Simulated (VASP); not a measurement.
Calculation: LDA (Ceperley-Alder, Perdew-Zunger), VASP's LDA PAW potentials (set 64) (plane waves; VASP).

VASP input:

### KPOINTS
```
Automatic mesh
0
Gamma
10 10 10
0 0 0
```

INCAR:
```
SYSTEM = Ce
PREC = Accurate
ENCUT = 300
EDIFF = 1E-6
NELM = 100
ALGO = Normal
LREAL = .FALSE.
LASPH = .TRUE.
ISMEAR = -1
SIGMA = 0.1
LMAXMIX = 6
LWAVE = .FALSE.
LCHARG = .FALSE.
ISIF = 2
```

### POSCAR
```
Ce
1
    0.0000000000     2.3532690000     2.3532690000
    2.3532690000     0.0000000000     2.3532690000
    2.3532690000     2.3532690000     0.0000000000
Ce
1
Direct
  0.0000000000   0.0000000000   0.0000000000
```

POTCAR, in this order: Ce (LDA.64 set). Program: vasp_std.

The resulting files:

### OSZICAR
```
       N       E                     dE             d eps       ncg     rms          rms(c)
DAV:   1     0.792992578030E+02    0.79299E+02   -0.36991E+03   940   0.942E+02
DAV:   2    -0.359378533321E+01   -0.82893E+02   -0.81107E+02  1300   0.191E+02
DAV:   3    -0.720950734023E+01   -0.36157E+01   -0.34875E+01  1144   0.540E+01
DAV:   4    -0.735377617798E+01   -0.14427E+00   -0.14350E+00  1776   0.901E+00
DAV:   5    -0.735731883505E+01   -0.35427E-02   -0.35380E-02  1638   0.143E+00    0.351E+02
DAV:   6    -0.747558968028E+01   -0.11827E+00   -0.12413E+01  1416   0.223E+01    0.265E+01
DAV:   7    -0.817241356487E+01   -0.69682E+00   -0.27304E+01  1618   0.397E+01    0.285E+02
DAV:   8    -0.736026559214E+01    0.81215E+00   -0.15529E+00  1414   0.100E+01    0.105E+02
DAV:   9    -0.693807767789E+01    0.42219E+00   -0.10631E+00  1500   0.786E+00    0.307E+01
DAV:  10    -0.689391249509E+01    0.44165E-01   -0.16616E-01  1642   0.285E+00    0.915E+00
DAV:  11    -0.689198563228E+01    0.19269E-02   -0.73008E-03  1650   0.543E-01    0.852E+00
DAV:  12    -0.688638567699E+01    0.56000E-02   -0.43207E-02  1502   0.143E+00    0.308E+00
DAV:  13    -0.688648132881E+01   -0.95652E-04   -0.14926E-03  1576   0.316E-01    0.136E+00
DAV:  14    -0.688643593650E+01    0.45392E-04   -0.55945E-04  1568   0.174E-01    0.573E-01
DAV:  15    -0.688643786453E+01   -0.19280E-05   -0.44485E-05  1590   0.471E-02    0.160E-01
DAV:  16    -0.688643800353E+01   -0.13900E-06   -0.94521E-06  1542   0.170E-02
   1 F= -.68864380E+01 E0= -.68359207E+01  d E =-.101035E+00
```

**OUTCAR**
```
------------------------ aborting loop because EDIFF is reached ----------------------------------------
  FORCE on cell =-STRESS in cart. coord.  units (eV):
  Direction    XX          YY          ZZ          XY          YZ          ZX
  --------------------------------------------------------------------------------------
  Total       -0.8518529     -0.8518529     -0.8518529     -0.0000000      0.0000000     -0.0000000
  in kB      -52.3637194    -52.3637194    -52.3637194     -0.0000000      0.0000000     -0.0000000
  external PRESSURE =     -52.3637194 kB  Pullay stress =       0.0000000 kB
  volume of cell :       26.06
      direct lattice vectors                 reciprocal lattice vectors
     0.000000000  2.353269000  2.353269000    -0.212470398  0.212470398  0.212470398
     2.353269000  0.000000000  2.353269000     0.212470398 -0.212470398  0.212470398
     2.353269000  2.353269000  0.000000000     0.212470398  0.212470398 -0.212470398
 POSITION                                       TOTAL-FORCE (eV/Angst)
 -----------------------------------------------------------------------------------
      0.00000      0.00000      0.00000        -0.000000     -0.000000      0.000000
 -----------------------------------------------------------------------------------
    total drift:                                0.000000     -0.000000     -0.000000
  FREE ENERGIE OF THE ION-ELECTRON SYSTEM (eV)
  ---------------------------------------------------
  free  energy   TOTEN  =        -6.8864380035 eV

  energy  without entropy=       -6.7854033692  energy(sigma->0) =       -6.83592069
```
(Selected blocks of OUTCAR.)

At this cut-off the stress carries a Pulay error, which pulls relaxed volumes low.

The structure comes from a computed database's Ce entry; how it stands against other phases isn't given here. The cell was not relaxed at this level. The run is one of a series of settings (GGA removed, POTCAR Ce (LDA.64 set) against the base run), some of them coarse on purpose. The run is not spin-polarised, so no magnetic state was tried.
